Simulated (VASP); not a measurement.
**Zn: equilibrium volume by level of theory**

```cif
data_structure
_symmetry_space_group_name_H-M 'P6_3/mmc'
_symmetry_Int_Tables_number 194
_cell_length_a 2.6144
_cell_length_b 2.6144
_cell_length_c 4.8732
_cell_angle_alpha 90.000
_cell_angle_beta 90.000
_cell_angle_gamma 120.000
_cell_volume 28.85
loop_
_atom_site_label
_atom_site_type_symbol
_atom_site_symmetry_multiplicity
_atom_site_Wyckoff_symbol
_atom_site_fract_x
_atom_site_fract_y
_atom_site_fract_z
_atom_site_occupancy
Zn1 Zn 2 c 0.33333 0.66667 0.25000 1
```

| rung | level | program and potentials | cutoff (eV) | k mesh | smearing | equilibrium volume (Å³/atom) | notes |
| --- | --- | --- | --- | --- | --- | --- | --- |
| LDA | LDA | VASP, LDA PAW files Zn, 600 eV | 600 | 18 × 18 × 10 | gaussian 0.1 | 13.75 | - |
| GGA | PBE | VASP, PBE PAW files Zn, 600 eV | 600 | 18 × 18 × 10 | gaussian 0.1 | 15.36 | - |
| GGA + dispersion | PBE+D3(BJ) | VASP, PBE PAW files Zn, 600 eV | 600 | 18 × 18 × 10 | gaussian 0.1 | 14.40 | - |
| GGA | PBEsol | VASP, PBE PAW files Zn, 480 eV | 480 | 18 × 18 × 10 | gaussian 0.1 | 14.32 | potentials made for PBE |
| GGA | PBEsol | VASP, PBE PAW files Zn, 580 eV | 580 | 18 × 18 × 10 | gaussian 0.1 | 14.33 | potentials made for PBE |
| GGA | PBEsol | VASP, PBE PAW files Zn, 600 eV | 600 | 6 × 6 × 4 | gaussian 0.1 | 15.06 | coarse mesh; potentials made for PBE |
| GGA | PBEsol | VASP, PBE PAW files Zn, 600 eV | 600 | 18 × 18 × 10 | gaussian 0.1 | 14.33 | potentials made for PBE |
| GGA | RPBE | VASP, PBE PAW files Zn, 600 eV | 600 | 18 × 18 × 10 | gaussian 0.1 | 16.09 | potentials made for PBE |

Task: relaxation of cell and atoms. All rows: no spin polarisation. Smearing widths are in eV. For a metal such meshes aren't converged. Meshes differ between rows, which moves values too. Meshes are those of the run's cell of 2 atoms unless a note names another. Relaxations start from the cell shown or near it and stop with a little pressure left. Runs on faulty files, with rough fits or with known faults for this quantity aren't shown. No row holds spin-orbit coupling.

By rung: LDA 13.75; GGA 14.32 to 16.09; GGA + dispersion 14.40; GGA on coarse meshes 15.06 (Å³/atom).
